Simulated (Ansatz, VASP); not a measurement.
## One calculation of B4Ru, two programs

```xyz
5
Lattice="2.9672 0.0000 0.0000 -1.4836 2.5697 0.0000 0.0000 0.0000 5.5854" Properties=species:S:1:pos:R:3 pbc="T T T"
B     1.4836    0.0000    0.0000
B    -0.7418    1.2848    0.0000
B     0.7418    1.2848    0.0000
B     0.0000    0.0000    0.0000
Ru    0.0000    0.0000    2.7927
```

Alike in both runs: task relaxation of cell and atoms; functional PBE; k mesh 6 × 6 × 4; occupations gaussian, width 0.1 eV; no spin polarisation.

|  | VASP | Ansatz |
| --- | --- | --- |
| version | VASP 6.6.1 | Ansatz 0.2.0 |
| potentials or method | VASP PAW PBE potentials, release 64 (B, Ru_pv) | scalar-relativistic, plane waves, PAW |
| plane-wave cutoff (eV) | 600 | 420 |
| valence electrons in the cell | 26 | 28 |

Ansatz gave:

| Quantity | Value |
| --- | --- |
| gap on the k mesh at the Fermi level, each at its own relaxed structure (eV) | none |
| relaxed volume (Å³/atom) | 8.88 |
| relaxed cell length with the largest relative difference (Å) | 4.118 |
| energy change over the relaxation (meV/atom) | -1317 |

Question: What did VASP give for the same quantities?

Answer: gap on the k mesh at the Fermi level, each at its own relaxed structure (eV): none; relaxed volume (Å³/atom): 8.88; relaxed cell length with the largest relative difference (Å): 4.120; energy change over the relaxation (meV/atom): -1316.

A gap of «none» marks a metal or a gap that the smearing closes. The two sets of potentials don't hold the same shells in valence.

Caveats: the k mesh is coarse (spacing up to 0.41 Å⁻¹), so the values aren't converged.
